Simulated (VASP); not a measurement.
Here is the system:

```
CELL_PARAMETERS angstrom
      4.51207     0.00000     0.00000
      0.00000     4.51207     0.00000
      0.00000     0.00000     4.51207
ATOMIC_POSITIONS crystal
  Mn 0.86336 0.63664 0.36336
  Mn 0.36336 0.86336 0.63664
  Mn 0.13664 0.13664 0.13664
  Mn 0.63664 0.36336 0.86336
  Si 0.15480 0.34520 0.65480
  Si 0.65480 0.15480 0.34520
  Si 0.84520 0.84520 0.84520
  Si 0.34520 0.65480 0.15480
```
Starting moments (μB, in the order of the record's atoms Mn Mn Mn Mn Si Si Si Si): 1.1 1.1 1.1 1.1 0.0 0.0 0.0 0.0.

The numbers are results of PBE GGA, VASP's PBE PAW potentials (set 64) (plane waves; VASP), not measurements. Run with 400 eV cut-off, 8×8×8 Γ-centred mesh, tetrahedra with Blöchl corrections, potentials Mn_pv Si.

The cores are frozen, which limits the accuracy of field gradients. The moments were started parallel, and other spin orders were not tried in this run.

Give the principal components of the electric field gradient (V/Å²) and the asymmetry η at each nucleus.

| atom | Vxx | Vyy | Vzz | η |
|---|---|---|---|---|
| Mn1 | -0.9 | -0.9 | 1.7 | 0.00 |
| Mn2 | -0.9 | -0.9 | 1.7 | 0.00 |
| Mn3 | -0.9 | -0.9 | 1.7 | 0.00 |
| Mn4 | -0.9 | -0.9 | 1.7 | 0.00 |
| Si5 | 18.0 | 18.0 | -36.0 | 0.00 |
| Si6 | 18.0 | 18.0 | -36.0 | 0.00 |
| Si7 | 18.0 | 18.0 | -36.0 | 0.00 |
| Si8 | 18.0 | 18.0 | -36.0 | 0.00 |

The compound is MnSi in the B20 structure. It was relaxed first.
